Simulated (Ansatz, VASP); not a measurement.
# SnPb3Se4 (Pb0.75Sn0.25Se, rock salt) in two plane-wave programs

Wanted: the spread between two codes on one cell, functional and k mesh. The cell is invented: As first built, before any earlier steps moved the atoms (in the runner's words): 2x2x2 conventional cells of the PbSe type (64 atoms: 32 Se, 8 Sn, 24 Pb); Pb/Sn share their sites, the best of 600 random draws by like-pair counts in two shells; start lattice by linear mixing of the end members' cells; atoms moved at random by 0.02 A. It may not be a known or stable phase. The structure shown is the end of the Ansatz relaxation below.

Main program and level: Ansatz 0.2.0; plane waves, with VASP 6.6.1 beside it; single point at PBEsol.

## Step 1: Set-up

The cell holds 64 atoms: 32 Se, 8 Sn and 24 Pb. Its edges and angles: a = 12.127 Å, b = 12.127 Å, c = 12.127 Å, α = 90.0°, β = 90.0°, γ = 90.0°. It derives from PbSe (PbSe type, space group 225), repeated 2×2×2. As first built, before any earlier steps moved the atoms (in the runner's words): 2x2x2 conventional cells of the PbSe type (64 atoms: 32 Se, 8 Sn, 24 Pb); Pb/Sn share their sites, the best of 600 random draws by like-pair counts in two shells; start lattice by linear mixing of the end members' cells; atoms moved at random by 0.02 A.

## Step 2: Ansatz: relaxation, PBEsol

Ansatz runs on its default PAW (the set named soft_2) files.

This run makes the geometry at which the two programs are then compared.

Input file input.yaml:

```yaml
crystal:
  lattice:
    - [12.19195, 0.0, 0.0]
    - [0.0, 12.19195, 0.0]
    - [0.0, 0.0, 12.19195]
  atoms:
    - { symbol: Se, position: [0.25185, 0.99997, 0.99797] }
    - { symbol: Se, position: [0.25025, 0.24882, 0.25052] }
    - { symbol: Se, position: [0.00016, 0.99794, 0.25127] }
    - { symbol: Se, position: [0.00102, 0.25155, 0.00017] }
    - { symbol: Se, position: [0.24923, 0.0019, 0.50009] }
    - { symbol: Se, position: [0.25128, 0.24991, 0.74825] }
    - { symbol: Se, position: [0.99934, 0.99787, 0.7485] }
    - { symbol: Se, position: [0.99929, 0.24899, 0.5037] }
    - { symbol: Se, position: [0.24848, 0.49934, 0.00066] }
    - { symbol: Se, position: [0.25335, 0.75011, 0.25095] }
    - { symbol: Se, position: [0.99962, 0.49851, 0.24896] }
    - { symbol: Se, position: [0.00149, 0.74982, 5.0e-05] }
    - { symbol: Se, position: [0.24995, 0.50206, 0.5026] }
    - { symbol: Se, position: [0.25008, 0.74919, 0.74937] }
    - { symbol: Se, position: [0.99761, 0.49953, 0.75097] }
    - { symbol: Se, position: [0.00092, 0.74906, 0.49997] }
    - { symbol: Se, position: [0.74934, 7.0e-05, 0.00164] }
    - { symbol: Se, position: [0.75043, 0.2488, 0.24935] }
    - { symbol: Se, position: [0.49888, 0.00019, 0.24946] }
    - { symbol: Se, position: [0.49783, 0.24903, 0.00113] }
    - { symbol: Se, position: [0.74816, 0.99833, 0.50046] }
    - { symbol: Se, position: [0.75331, 0.2505, 0.74863] }
    - { symbol: Se, position: [0.49947, 0.00078, 0.75242] }
    - { symbol: Se, position: [0.50246, 0.24833, 0.49919] }
    - { symbol: Se, position: [0.74961, 0.5, 0.00101] }
    - { symbol: Se, position: [0.75056, 0.74982, 0.25244] }
    - { symbol: Se, position: [0.50014, 0.49763, 0.25002] }
    - { symbol: Se, position: [0.49924, 0.74969, 0.00302] }
    - { symbol: Se, position: [0.75082, 0.49788, 0.50024] }
    - { symbol: Se, position: [0.75076, 0.7493, 0.75141] }
    - { symbol: Se, position: [0.49922, 0.50112, 0.74906] }
    - { symbol: Se, position: [0.49869, 0.75139, 0.49758] }
    - { symbol: Sn, position: [0.00332, 0.99976, 0.99667] }
    - { symbol: Sn, position: [0.24801, 0.24854, 0.99639] }
    - { symbol: Sn, position: [0.00248, 0.75433, 0.24886] }
    - { symbol: Sn, position: [0.2508, 0.5033, 0.24927] }
    - { symbol: Sn, position: [0.25109, 0.7516, 0.99735] }
    - { symbol: Sn, position: [0.2505, 0.75183, 0.50021] }
    - { symbol: Sn, position: [0.75033, 0.25202, 0.0022] }
    - { symbol: Sn, position: [0.4999, 0.24687, 0.74948] }
    - { symbol: Pb, position: [0.99993, 0.25006, 0.25031] }
    - { symbol: Pb, position: [0.24887, 7.0e-05, 0.24765] }
    - { symbol: Pb, position: [0.00372, 0.99945, 0.49927] }
    - { symbol: Pb, position: [0.00225, 0.24976, 0.75034] }
    - { symbol: Pb, position: [0.25361, 0.99854, 0.75007] }
    - { symbol: Pb, position: [0.25057, 0.25148, 0.49879] }
    - { symbol: Pb, position: [0.99921, 0.49722, 0.00142] }
    - { symbol: Pb, position: [0.9994, 0.49912, 0.50049] }
    - { symbol: Pb, position: [0.00182, 0.74877, 0.74687] }
    - { symbol: Pb, position: [0.24839, 0.50086, 0.75035] }
    - { symbol: Pb, position: [0.49866, 0.00052, 0.99936] }
    - { symbol: Pb, position: [0.50003, 0.24862, 0.24773] }
    - { symbol: Pb, position: [0.75032, 0.00074, 0.24998] }
    - { symbol: Pb, position: [0.49734, 0.00103, 0.50163] }
    - { symbol: Pb, position: [0.74901, 0.99976, 0.74982] }
    - { symbol: Pb, position: [0.74941, 0.24995, 0.50153] }
    - { symbol: Pb, position: [0.50089, 0.49704, 0.99947] }
    - { symbol: Pb, position: [0.49964, 0.74815, 0.24585] }
    - { symbol: Pb, position: [0.75136, 0.50061, 0.25065] }
    - { symbol: Pb, position: [0.74949, 0.75201, 0.00273] }
    - { symbol: Pb, position: [0.50194, 0.50113, 0.50264] }
    - { symbol: Pb, position: [0.50032, 0.75097, 0.74798] }
    - { symbol: Pb, position: [0.7494, 0.50167, 0.75148] }
    - { symbol: Pb, position: [0.75107, 0.74991, 0.49724] }
kpoints:
  mp_grid: { grid: [2, 2, 2], shift: [0.5, 0.5, 0.5] }
hamiltonian:
  xc: pbesol
scf:
  occupations: { method: fermi_dirac, width: 0.01 }
output:
  forces: true
  stress: true
relax:
  f_tol: 0.02
  max_steps: 45
  cell: { stress_tol: 0.1 }
```

Run with:

```console
$ ansatz run input.yaml --threads 32 --pin off --max-ram 143360MiB --backend cuda --events-out ev --progress --plain --runs-dir out
```

Numbers of over 12 decimals in the logs are rounded to 6 here.

What it wrote:

```text
Engine: ansatz 0.2.0, aarch64-unknown-linux-gnu
Pseudopotentials: kind: paw
Pseudopotential: Se, paw, valence charge 16, recommended cutoff 420 eV (normal), Se.paw.azcp
Pseudopotential: Sn, paw, valence charge 14, recommended cutoff 420 eV (normal), Sn.paw.azcp
Pseudopotential: Pb, paw, valence charge 14, recommended cutoff 420 eV (normal), Pb.paw.azcp
device memory: the entry about to start is reckoned to put 24.0 GiB on a device that reports 182.5 GiB free
GPU FFT provider: cuFFT
GPU libraries: cuBLAS 13.8.1, cuFFT 12.4.0, cuSOLVER 12.3.2
GPU matrix products: emulated (plane waves: as basis.precision tells), large ones in fixed point in workspaces of 1.00 GiB
Crystal: 64 atoms, lattice volume = 1812.256 Å³
Basis set: ecut = 420 eV, 35513 PW (Γ), exchange–correlation on 180×180×180 points (8 copies of the dense FFT grid, shifted against one another)
Bands: 576, of which v1, the nominal top of the filled ones, is band 480 counted from 1 (479 counted from 0)
k-points: 4 of 8 (time reversal used)
PAW frozen core: Se, regenerated for the run's functional, and the local potential with it (the file was generated under x = pbe(κ = 0.804, μ = 0.219515), c = pbe(β = 0.066725))
PAW frozen core: Sn, regenerated for the run's functional, and the local potential with it (the file was generated under x = pbe(κ = 0.804, μ = 0.219515), c = pbe(β = 0.066725))
PAW frozen core: Pb, regenerated for the run's functional, and the local potential with it (the file was generated under x = pbe(κ = 0.804, μ = 0.219515), c = pbe(β = 0.066725))
GPU buffer pool allocated for 729000 grid points (all kernels)
GPU transforms: local potential and band sums: pruned to the plane-wave sphere, on 81×81×81
relax step   1: F+E_penalty+E_count = -503324.10183692 eV  Δ(F+E_penalty+E_count) = +0.000e0 eV  max|allowed force component| = 3.101e-1 eV/Å  Δτ_max = 0.0000 Å  P = -0.765 GPa  Ω = 1812.256 Å³  (8 SCF iters, dr2 threshold 1.00e-7 eV, accepted)
[...]
relax step   2: F+E_penalty+E_count = -503324.28522629 eV  Δ(F+E_penalty+E_count) = -1.834e-1 eV  max|allowed force component| = 1.888e-1 eV/Å  Δτ_max = 0.1433 Å  P = +0.788 GPa  Ω = 1759.027 Å³  energy of the carried Pulay correction = +6.338e-3 eV  (7 SCF iters, dr2 threshold 6.01e-6 eV, accepted)
[...]
relax step   3: F+E_penalty+E_count = -503324.43395025 eV  Δ(F+E_penalty+E_count) = -1.487e-1 eV  max|allowed force component| = 1.310e-2 eV/Å  Δτ_max = 0.0561 Å  P = +0.005 GPa  Ω = 1783.266 Å³  energy of the carried Pulay correction = +3.413e-3 eV  (6 SCF iters, dr2 threshold 2.23e-6 eV, accepted)
[...]
relax step   4: F+E_penalty+E_count = -503324.43017574 eV  Δ(F+E_penalty+E_count) = +3.775e-3 eV  max|allowed force component| = 1.312e-2 eV/Å  Δτ_max = 0.0000 Å  P = +0.005 GPa  Ω = 1783.266 Å³  stress off target by 6.73e-3 GPa  SCF on the basis re-selected at this cell (its energy is not comparable with the rows above)  (6 SCF iters)
basis re-selected at this cell: Δ(F+E_penalty+E_count) = +3.775e-3 eV, ΔP = -0.000 GPa vs the last step (what re-selecting the basis moved, of the pressure what is left beyond the Pulay correction that the steps carried, after the strain that the cell walked since its last selection, with what the two solves' SCF thresholds leave and, on support functions, any second-order correction that the steps lacked; it is no m [...]
SCF converged after 6 iterations
Free energy (F): -503324.430176 eV
Internal energy: -503324.430176 eV  (E = F + TS)
E sigma→0 (E₀):  -503324.430176 eV
Fermi energy:    9.506101 eV
--- Forces (eV/Å), atoms counted from 1 ---
  max |Σ_I F_I| component: 6.10e-7 eV/Å
--- Stress (GPa, compression-positive) ---
        0.005454      -0.000685      -0.000593
       -0.000685       0.004324       0.000960
       -0.000593       0.000960       0.005646
  P = ⅓ Tr σ = 0.0051 GPa (0.051 kbar)
--- Band table (eV) ---
--- Relaxed structure (3 steps of the walk, 3 accepted, 1 SCFs on fresh bases) ---
  F+E_penalty+E_count = -503324.43017574 eV   max|allowed force component| = 1.312e-2 eV/Å   (the final SCF, on the basis selected at the relaxed cell)
  cell:  # Å, volume = 1783.2659 Å³
    - [12.126503, 0.00109664, 0.000143771]
    - [0.00109664, 12.126623, -0.000420767]
    - [0.000143771, -0.000420767, 12.126644]
  atoms:
    [... one line an atom ...]
```

## Step 3: VASP: single point, PBEsol

The same cell, functional, mesh and smearing now go to VASP, with its own data sets.

Lines of VASP's logs that name or quote its potential files are left out, and so is its time.

Input file INCAR:

```
SYSTEM = SnPb3Se4
PREC = Accurate
ENCUT = 400
EDIFF = 1E-06
NELM = 120
ISMEAR = -1
SIGMA = 0.01
LREAL = Auto
ALGO = Normal
GGA = PS
NBANDS = 376
LORBIT = 11
LWAVE = .FALSE.
LCHARG = .FALSE.
ISIF = 2
ISYM = 0
LASPH = .TRUE.
GGA_COMPAT = .FALSE.
EFERMI = MIDGAP
KPAR = 4
```

Input file POSCAR:

```
SnPb3Se4
1.0
   12.1265030000      0.0010970000      0.0001440000
    0.0010970000     12.1266230000     -0.0004210000
    0.0001440000     -0.0004210000     12.1266440000
Se Sn Pb
32 8 24
Direct
    0.2469600000      0.9995500000      0.0002500000
    0.2502300000      0.2528600000      0.2468700000
    0.0004800000      0.9964200000      0.2471300000
    0.0006300000      0.2464900000      0.9999800000
    0.2500300000      0.9963800000      0.4998500000
    0.2534600000      0.2500700000      0.7538000000
    0.0004700000      0.9998700000      0.7538400000
    0.0003300000      0.2495600000      0.4999700000
    0.2500700000      0.4996000000      0.0033500000
    0.2470500000      0.7466600000      0.2504000000
    0.0033800000      0.5028300000      0.2498900000
    0.0034500000      0.7527800000      0.0033200000
    0.2500500000      0.5028700000      0.4969300000
    0.2502800000      0.7497800000      0.7512300000
    0.0005600000      0.4998400000      0.7503100000
    0.0034700000      0.7499200000      0.4969600000
    0.7533300000      0.0027800000      0.9999500000
    0.7502600000      0.2500700000      0.2463800000
    0.5000600000      0.9999100000      0.2498600000
    0.5000000000      0.2497100000      0.9971900000
    0.7503900000      0.9998800000      0.4999100000
    0.7470800000      0.2498000000      0.7534400000
    0.5003300000      0.0031300000      0.7502400000
    0.4998900000      0.2498300000      0.5036100000
    0.7504100000      0.4963000000      0.0001300000
    0.7534200000      0.7497800000      0.2496200000
    0.4967200000      0.4999500000      0.2501000000
    0.4965000000      0.7500500000      0.9999500000
    0.7500800000      0.4998900000      0.4998000000
    0.7503000000      0.7497900000      0.7500900000
    0.5001300000      0.4965900000      0.7502300000
    0.4964400000      0.7498600000      0.4998800000
    0.0007800000      0.9998700000      0.0000100000
    0.2503200000      0.2501000000      0.9996900000
    0.0010300000      0.7503500000      0.2491300000
    0.2499700000      0.5007300000      0.2493200000
    0.2497400000      0.7501200000      0.9997900000
    0.2499500000      0.7495800000      0.4985400000
    0.7502800000      0.2497200000      0.9995900000
    0.5001700000      0.2497600000      0.7504700000
    0.0005900000      0.2502800000      0.2491500000
    0.2500000000      0.9999400000      0.2493000000
    0.0004100000      0.9995200000      0.4995500000
    0.0002800000      0.2498200000      0.7504600000
    0.2503800000      0.0000000000      0.7500200000
    0.2503400000      0.2500600000      0.4996500000
    0.0007500000      0.4998200000      0.0001600000
    0.0006400000      0.5002800000      0.4994700000
    0.0009200000      0.7501900000      0.7497200000
    0.2506300000      0.5001100000      0.7499100000
    0.5001900000      0.0003400000      0.9995900000
    0.5000400000      0.2503100000      0.2495000000
    0.7507000000      0.0001900000      0.2493400000
    0.5000300000      0.9998900000      0.4999700000
    0.7504100000      0.0003200000      0.7502400000
    0.7500100000      0.2500100000      0.4999800000
    0.4999400000      0.4996100000      0.9999100000
    0.4998100000      0.7499500000      0.2497100000
    0.7505100000      0.5002300000      0.2496000000
    0.7506100000      0.7502100000      0.9998200000
    0.4997200000      0.4997800000      0.4998000000
    0.4999000000      0.7497700000      0.7497600000
    0.7502200000      0.4994900000      0.7500300000
    0.7504200000      0.7499600000      0.4995000000
```

Input file KPOINTS:

```
Points of the shifted mesh
8
Reciprocal
 0.2500000000  0.2500000000  0.2500000000 1
 0.2500000000  0.2500000000  0.7500000000 1
 0.2500000000  0.7500000000  0.2500000000 1
 0.2500000000  0.7500000000  0.7500000000 1
 0.7500000000  0.2500000000  0.2500000000 1
 0.7500000000  0.2500000000  0.7500000000 1
 0.7500000000  0.7500000000  0.2500000000 1
 0.7500000000  0.7500000000  0.7500000000 1
```

Potentials, in the order of the species: Se, Sn_d and Pb_d (PBE family, release 64).

Run with:

```console
$ mpirun -np 8 vasp_std
```

What it wrote:

```text
[banner, memory and clock lines left out]
running    8 mpi-ranks, on    1 nodes
[...]
|                                                                             |
|           W    W    AA    RRRRR   N    N  II  N    N   GGGG   !!!           |
|           W    W   A  A   R    R  NN   N  II  NN   N  G    G  !!!           |
|           W    W  A    A  R    R  N N  N  II  N N  N  G       !!!           |
|           W WW W  AAAAAA  RRRRR   N  N N  II  N  N N  G  GGG   !            |
|           WW  WW  A    A  R   R   N   NN  II  N   NN  G    G                |
|           W    W  A    A  R    R  N    N  II  N    N   GGGG   !!!           |
|                                                                             |
|     For optimal performance we recommend to set                             |
|       NCORE = 2 up to number-of-cores-per-socket                            |
|     NCORE specifies how many cores store one orbital (NPAR=cpu/NCORE).      |
|     This setting can greatly improve the performance of VASP for DFT.       |
[...]
|                                                                             |
|     You enforced a specific xc type in the INCAR file but a different       |
|     [... a line on the potential file left out ...]
|     I HOPE YOU KNOW WHAT YOU ARE DOING!                                     |
|                                                                             |

 LDA part: xc-table for (Slater+PW92), standard interpolation
 POSCAR, INCAR and KPOINTS ok, starting setup
[...]
entering main loop
       N       E                     dE             d eps       ncg     rms          rms(c)
DAV:   1     0.773561070242E+04    0.77356E+04   -0.23310E+05  6016   0.160E+03
DAV:   2     0.121524028002E+04   -0.65204E+04   -0.63805E+04  6016   0.478E+02
DAV:   3    -0.126651325511E+03   -0.13419E+04   -0.12662E+04  7080   0.240E+02
DAV:   4    -0.285409920180E+03   -0.15876E+03   -0.15322E+03  7560   0.741E+01
[...]
DAV:  13    -0.286235633960E+03   -0.81097E-05   -0.81397E-05  7320   0.226E-02    0.817E-03
DAV:  14    -0.286235631056E+03    0.29041E-05   -0.50606E-06  5464   0.746E-03    0.686E-03
DAV:  15    -0.286235630995E+03    0.60711E-07   -0.35378E-06  5080   0.407E-03
   1 F= -.28623563E+03 E0= -.28623563E+03  d E =0.000000E+00
```

OUTCAR, selected parts (step 3):

```text
  Total       -0.0364109     -0.0685260     -0.0559881     -0.0230147      0.0274990      0.0059070
  in kB       -0.0327134     -0.0615673     -0.0503026     -0.0206776      0.0247065      0.0053071
  external PRESSURE =      -0.0481944 kB  Pullay stress =       0.0000000 kB

 POSITION                                       TOTAL-FORCE (eV/Angst)
 -----------------------------------------------------------------------------------
      2.99586     12.12144      0.00265         0.008811      0.000670     -0.004901
      3.03473      3.06651      2.99363         0.005037      0.000170     -0.000540
      0.00695     12.08311      2.99644         0.004660      0.006196     -0.001236
      0.00805      2.98867     12.12630        -0.001056      0.005591      0.001920
      3.03315     12.08279      6.06112         0.001598      0.009284     -0.004506
      3.07397      3.03247      9.14100         0.000638     -0.001305     -0.000621
      0.00690     12.12473      9.14113        -0.000412     -0.002032     -0.015972
      0.00435      3.02611      6.06285        -0.001100      0.007920      0.001907
      3.03302      6.05873      0.04045        -0.000082     -0.000185     -0.007772
      2.99671      9.05463      3.03623         0.004358      0.004119      0.002341
      0.04158      6.09753      3.03012        -0.000815      0.001729     -0.006014
      0.04266      9.12868      0.03994        -0.004502     -0.005980     -0.010138
      3.03286      6.09818      6.02592         0.004860     -0.006141      0.005681
      3.03595      9.09226      9.10962        -0.004967      0.000406     -0.017260
[...]
-----------------------------------------------------------------------------------
    total drift:                                0.022041     -0.016683      0.005507

  FREE ENERGIE OF THE ION-ELECTRON SYSTEM (eV)
  ---------------------------------------------------
  free  energy   TOTEN  =      -286.2356309953 eV

  energy  without entropy=     -286.2356309953  energy(sigma->0) =     -286.23563100

[... 1 further part left out ...]
```

The run ends at a pressure of 0.00 GPa, with forces up to 0.018 eV/Å.

## Step 4: Side by side

Known differences besides the potentials themselves: the data sets hold 960 valence electrons in Ansatz (on its default PAW (the set named soft_2) files) and 640 in VASP; the cutoff is 420 eV in Ansatz and 400 eV in VASP (PREC = Accurate, projectors in real space); Ansatz makes its cores anew for this functional, VASP keeps those of its PBE data sets. Total energies have different zeros and are not compared.

The two programs side by side:

```tsv
quantity	Ansatz	VASP	difference
gap on the k mesh (eV)	1.171	1.168	+0.003
```

A gap on the mesh is an upper bound, since the band edges may lie between its points; neither run holds spin-orbit coupling, which can move the band edges of a compound of Pb.

## Step 5: Summary of results

* difference in gap on the k mesh (single point, PBEsol): 0.0029 eV

What this shows: The difference in gap on the k mesh is 0.0029 eV (single point, PBEsol), within the 0.08 eV picked in this series as the mark of a large difference. The data sets hold unlike numbers of valence electrons (960 in Ansatz and 640 in VASP), so part of the differences comes from the potentials. How closely two codes agree says nothing of how well the functional describes the real material.

[Lines on the potential files, build, host, timing and source positions are cut from VASP's logs without a mark.]

[Logs are printed without paths, hosts, clocks, repeated set-up lines and the standing remarks that a program may print on its own settings, such as how far it seeks lower states.]

[Hosts, paths, dates, database ids (printed as entryN), source tags and the programs' standing remarks are cut or masked in the printed files.]
